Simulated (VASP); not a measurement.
Consider the following.

```yaml
crystal:
  lattice:
    - [0.00000, 2.27315, 2.27315]
    - [2.27315, 0.00000, 2.27315]
    - [2.27315, 2.27315, 0.00000]
  atoms:
    - { symbol: B, position: [0.00000, 0.00000, 0.00000] }
    - { symbol: P, position: [0.25000, 0.25000, 0.25000] }
```

Calculation: PBE GGA, VASP's PBE PAW potentials (set 64) (plane waves; VASP). Settings: 520 eV cut-off, 10×10×10 Γ-centred mesh, Gaussian smearing of 0.050 eV, potentials B P.

Q: What does the run give for the energy per atom (σ→0)?

A: 
```yaml
energy per atom (σ→0): -6465 meV/atom
```

The compound is BP in the zinc blende structure. It was relaxed first.
